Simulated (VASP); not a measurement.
Computed with PBE GGA, VASP's PBE PAW potentials (set 64) (plane waves; VASP).

A VASP calculation is set up with these files.

### POSCAR
```
TeRu
1
   -1.7860960000     1.7860960000     6.0468420000
    1.7860960000    -1.7860960000     6.0468420000
    1.7860960000     1.7860960000    -6.0468420000
Ru Te
2 2
Direct
  0.7500000000   0.7500000000   0.0000000000
  0.5000000000   0.0000000000   0.5000000000
  0.1660000000   0.1660000000   0.0000000000
  0.9160000000   0.4160000000   0.5000000000
```

### INCAR
```
SIGMA = 0.05
ISMEAR = 0   # Gaussian
GGA = PE   # PBE
ALGO = Normal
LASPH = T
NELM = 100
LWAVE = F
LCHARG = F
LREAL = F   # projection in real space or not
SYSTEM = TeRu
ENCUT = 400   # plane-wave cut-off (eV)
ISIF = 2
PREC = Accurate
LMAXMIX = 4   # l cut-off of mixed one-centre charges
EDIFF = 1E-6   # SCF stop (eV)
```

### KPOINTS
```
Automatic mesh
0
Gamma
7 7 7
0 0 0
```

POTCAR, in this order: Ru_pv Te (PBE.64 set). Program: vasp_std.

The run wrote:

### OSZICAR
```
       N       E                     dE             d eps       ncg     rms          rms(c)
DAV:   1     0.288629551504E+03    0.28863E+03   -0.20053E+04  2216   0.132E+03
DAV:   2    -0.126970841686E+02   -0.30133E+03   -0.29723E+03  2248   0.369E+02
DAV:   3    -0.232609000151E+02   -0.10564E+02   -0.10382E+02  2408   0.657E+01
DAV:   4    -0.234304244679E+02   -0.16952E+00   -0.16946E+00  2144   0.824E+00
DAV:   5    -0.234344598999E+02   -0.40354E-02   -0.40353E-02  2464   0.124E+00    0.153E+01
DAV:   6    -0.232291212133E+02    0.20534E+00   -0.38147E-01  2168   0.491E+00    0.825E+00
DAV:   7    -0.231777819367E+02    0.51339E-01   -0.29188E-01  2032   0.235E+00    0.192E+00
DAV:   8    -0.231609032299E+02    0.16879E-01   -0.10214E-01  2088   0.244E+00    0.103E+00
DAV:   9    -0.231610394055E+02   -0.13618E-03   -0.29190E-03  2280   0.297E-01    0.827E-01
DAV:  10    -0.231604475330E+02    0.59187E-03   -0.41957E-03  2000   0.536E-01    0.374E-01
DAV:  11    -0.231602758458E+02    0.17169E-03   -0.28959E-04  2056   0.107E-01    0.278E-01
DAV:  12    -0.231602648080E+02    0.11038E-04   -0.30708E-05  2136   0.296E-02    0.147E-01
DAV:  13    -0.231602554637E+02    0.93443E-05   -0.65748E-06  2000   0.161E-02    0.101E-01
DAV:  14    -0.231602487755E+02    0.66882E-05   -0.69127E-06  1968   0.147E-02    0.535E-02
DAV:  15    -0.231602470189E+02    0.17565E-05   -0.17761E-06  1008   0.760E-03    0.294E-02
DAV:  16    -0.231602463783E+02    0.64066E-06   -0.12881E-06  1000   0.532E-03
   1 F= -.23160246E+02 E0= -.23157199E+02  d E =-.609565E-02
```

### OUTCAR
```
------------------------ aborting loop because EDIFF is reached ----------------------------------------
  FORCE on cell =-STRESS in cart. coord.  units (eV):
  Direction    XX          YY          ZZ          XY          YZ          ZX
  --------------------------------------------------------------------------------------
  Total        1.6884094      1.6884094      0.2452930      0.0000000      0.0000000      0.0000000
  in kB       35.0582427     35.0582427      5.0932792      0.0000000      0.0000000      0.0000000
  external PRESSURE =      25.0699216 kB  Pullay stress =       0.0000000 kB
  volume of cell :       77.16
      direct lattice vectors                 reciprocal lattice vectors
    -1.786096000  1.786096000  6.046842000     0.000000000  0.279940160  0.082687790
     1.786096000 -1.786096000  6.046842000     0.279940160  0.000000000  0.082687790
     1.786096000  1.786096000 -6.046842000     0.279940160  0.279940160  0.000000000
 POSITION                                       TOTAL-FORCE (eV/Angst)
 -----------------------------------------------------------------------------------
      0.00000      0.00000      9.07026        -0.000000      0.000000     -0.006553
      0.00000      1.78610      0.00000         0.000000     -0.000000     -0.006553
      0.00000      0.00000      2.00755         0.000000     -0.000000      0.006553
      0.00000      1.78610      5.03097        -0.000000      0.000000      0.006553
 -----------------------------------------------------------------------------------
    total drift:                               -0.000000     -0.000000     -0.001853
  FREE ENERGIE OF THE ION-ELECTRON SYSTEM (eV)
  ---------------------------------------------------
  free  energy   TOTEN  =       -23.1602463783 eV

  energy  without entropy=      -23.1541507283  energy(sigma->0) =      -23.15719855
```
(Selected blocks of OUTCAR.)

File OUTCAR:
```
 val. band max:       11.0457655195   @ k =   0.1429   0.1429   0.1429

 cond. band min:      11.0614051283   @ k =   0.2857  -0.0000   0.0000


 Fermi energy:        11.0519762943

 k-point     1 :       0.0000    0.0000    0.0000
  band No.  band energies     occupation
      1     -31.3285      2.00000
      2     -31.3285      2.00000
      3     -31.2631      2.00000
      4     -31.2099      2.00000
      5     -31.1640      2.00000
      6     -31.1640      2.00000
      7      -3.4494      2.00000
      8      -1.3080      2.00000
      9       3.5745      2.00000
     10       7.2982      2.00000
     11       7.4501      2.00000
     12       7.4501      2.00000
     13       8.0234      2.00000
     14       8.1729      2.00000
     15       8.2015      2.00000
     16       8.2015      2.00000
     17       9.4383      2.00000
     18       9.6622      2.00000
     19      10.7511      2.00000
     20      11.5854      0.00000
     21      11.5854      0.00000
     22      12.3403      0.00000
     23      12.3403      0.00000
     24      13.2665      0.00000

 k-point     2 :       0.1429   -0.0000    0.0000
  band No.  band energies     occupation
      1     -31.3353      2.00000
      2     -31.3279      2.00000
      3     -31.2604      2.00000
      4     -31.2115      2.00000
      5     -31.1697      2.00000
      6     -31.1634      2.00000
      7      -3.2261      2.00000
      8      -1.2574      2.00000
      9       3.8031      2.00000
     10       6.6361      2.00000
     11       7.1157      2.00000
     12       7.3119      2.00000
     13       7.8209      2.00000
     14       8.0930      2.00000
     15       8.1896      2.00000
     16       8.5679      2.00000
     17       9.3151      2.00000
     18       9.6143      2.00000
     19      10.6155      2.00000
     20      11.0194      1.64316
     21      11.6501      0.00000
     22      11.8859      0.00000
     23      12.9041      0.00000
     24      13.1969      0.00000
...
```

Unless said otherwise, spin-orbit coupling is left out, though it shifts the bands of the heavy elements here.

The structure was generated: TeRu was put into the NbAs type (I4_1md), which need not be its known phase. The cell was not relaxed at this level. The k-mesh is coarse (spacing up to 0.36 per Å, 2π included), so the numbers may not be converged in it. The run is one of a series of settings (KPOINTS 7×7×7 Γ-centred mesh against the base run), some of them coarse on purpose.
